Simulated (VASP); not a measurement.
These are vdW-DF2, VASP's PBE PAW potentials (set 64) (plane waves; VASP) values and carry that method's errors.

Input for VASP

KPOINTS:
```
Automatic mesh
0
Gamma
  8 8 8
0 0 0
```

**INCAR**
```
# general
SYSTEM   = CdS
PREC     = Accurate
ENCUT    = 520
LREAL    = F
LASPH    = T

# electronic loop
EDIFF    = 1E-7
NELM     = 100   # most electronic steps
ALGO     = Normal   # blocked Davidson
LMAXMIX  = 4   # l cut-off of mixed one-centre charges

# smearing
ISMEAR   = 0   # Gaussian
SIGMA    = 0.05   # width (eV)

# functional
GGA      = ML
LUSE_VDW = T
AGGAC    = 0.0
ZAB_VDW  = -1.8867

# ions
ISIF     = 2

# output
LWAVE    = F
LCHARG   = F
```

POSCAR:
```
CdS
1
    0.0000000000     3.0691895947     3.0691895947
    3.0691895947     0.0000000000     3.0691895947
    3.0691895947     3.0691895947     0.0000000000
Cd S
1 1
Direct
  0.0000000000   1.0000000000   0.0000000000
  0.2500000000   0.2500000000   0.2500000000
```

POTCAR, in this order: Cd S (PBE.64 set). Program: vasp_std.

Output

**OSZICAR**
```
       N       E                     dE             d eps       ncg     rms          rms(c)
DAV:   1     0.113675874202E+03    0.11368E+03   -0.88543E+03   754   0.123E+03
DAV:   2     0.353885596058E+01   -0.11014E+03   -0.10555E+03   889   0.291E+02
DAV:   3    -0.177789305161E+01   -0.53167E+01   -0.52971E+01   864   0.654E+01
DAV:   4    -0.182186734558E+01   -0.43974E-01   -0.43966E-01   874   0.602E+00
DAV:   5    -0.182255327814E+01   -0.68593E-03   -0.68593E-03   894   0.733E-01    0.579E+00
DAV:   6    -0.107132409208E+01    0.75123E+00   -0.16138E+00   910   0.142E+01    0.487E+00
DAV:   7    -0.106298197166E+01    0.83421E-02   -0.19038E-01   754   0.359E+00    0.281E+00
DAV:   8    -0.106099634544E+01    0.19856E-02   -0.15319E-02   814   0.168E+00    0.236E-01
DAV:   9    -0.106067780263E+01    0.31854E-03   -0.18106E-03   916   0.574E-01    0.706E-02
DAV:  10    -0.106075197684E+01   -0.74174E-04   -0.26154E-04   789   0.169E-01    0.772E-02
DAV:  11    -0.106077507924E+01   -0.23102E-04   -0.47525E-05   779   0.708E-02    0.128E-02
DAV:  12    -0.106077208219E+01    0.29971E-05   -0.74672E-06   917   0.290E-02    0.585E-03
DAV:  13    -0.106077188167E+01    0.20052E-06   -0.58377E-07   789   0.704E-03    0.178E-03
DAV:  14    -0.106077182114E+01    0.60530E-07   -0.28335E-08   452   0.239E-03
   1 F= -.10607718E+01 E0= -.10607718E+01  d E =-.362901E-11
```

### OUTCAR
```
------------------------ aborting loop because EDIFF is reached ----------------------------------------
  FORCE on cell =-STRESS in cart. coord.  units (eV):
  Direction    XX          YY          ZZ          XY          YZ          ZX
  --------------------------------------------------------------------------------------
  Total       -0.4613991     -0.4613991     -0.4613991     -0.0000000     -0.0000000     -0.0000000
  in kB      -12.7845717    -12.7845717    -12.7845717     -0.0000000     -0.0000000     -0.0000000
  external PRESSURE =     -12.7845717 kB  Pullay stress =       0.0000000 kB
  volume of cell :       57.82
      direct lattice vectors                 reciprocal lattice vectors
     0.000000000  3.069189595  3.069189595    -0.162909454  0.162909454  0.162909454
     3.069189595  0.000000000  3.069189595     0.162909454 -0.162909454  0.162909454
     3.069189595  3.069189595  0.000000000     0.162909454  0.162909454 -0.162909454
  FREE ENERGIE OF THE ION-ELECTRON SYSTEM (eV)
  ---------------------------------------------------
  free  energy   TOTEN  =        -1.0607718211 eV

  energy  without entropy=       -1.0607718211  energy(sigma->0) =       -1.06077182
```
(Selected blocks of OUTCAR.)

File OUTCAR:
```
 val. band max:        0.0417462103   @ k =   0.0000   0.0000   0.0000

 cond. band min:       0.6063534988   @ k =   0.0000   0.0000   0.0000


 Fermi energy:         0.2517118741

 k-point     1 :       0.0000    0.0000    0.0000
  band No.  band energies     occupation
      1     -11.5619      2.00000
      2      -7.3360      2.00000
      3      -7.3360      2.00000
      4      -7.3360      2.00000
      5      -7.0524      2.00000
      6      -7.0524      2.00000
      7       0.0417      2.00000
      8       0.0417      2.00000
      9       0.0417      2.00000
     10       0.6064      0.00000
     11       6.5288      0.00000
     12       6.5288      0.00000
     13       6.5288      0.00000

 k-point     2 :       0.1250    0.0000    0.0000
  band No.  band energies     occupation
      1     -11.5188      2.00000
      2      -7.3219      2.00000
      3      -7.3219      2.00000
      4      -7.2926      2.00000
      5      -7.0529      2.00000
      6      -7.0529      2.00000
      7      -0.9499      2.00000
      8      -0.0464      2.00000
      9      -0.0464      2.00000
     10       1.4910      0.00000
     11       6.1990      0.00000
     12       6.6858      0.00000
     13       6.6858      0.00000

 k-point     3 :       0.2500    0.0000    0.0000
  band No.  band energies     occupation
      1     -11.4145      2.00000
      2      -7.2914      2.00000
      3      -7.2914      2.00000
      4      -7.1518      2.00000
      5      -7.0493      2.00000
      6      -7.0493      2.00000
      7      -2.1472      2.00000
      8      -0.2463      2.00000
      9      -0.2463      2.00000
     10       2.2833      0.00000
     11       6.0150      0.00000
     12       6.9370      0.00000
     13       6.9370      0.00000

 k-point     4 :       0.3750    0.0000    0.0000
  band No.  band energies     occupation
      1     -11.3107      2.00000
      2      -7.2684      2.00000
      3      -7.2684      2.00000
...
```

The compound is CdS in the zinc blende structure, a metastable form; wurtzite is the usual one. This cell is one point of a volume scan, at 1.03 of the reference volume.
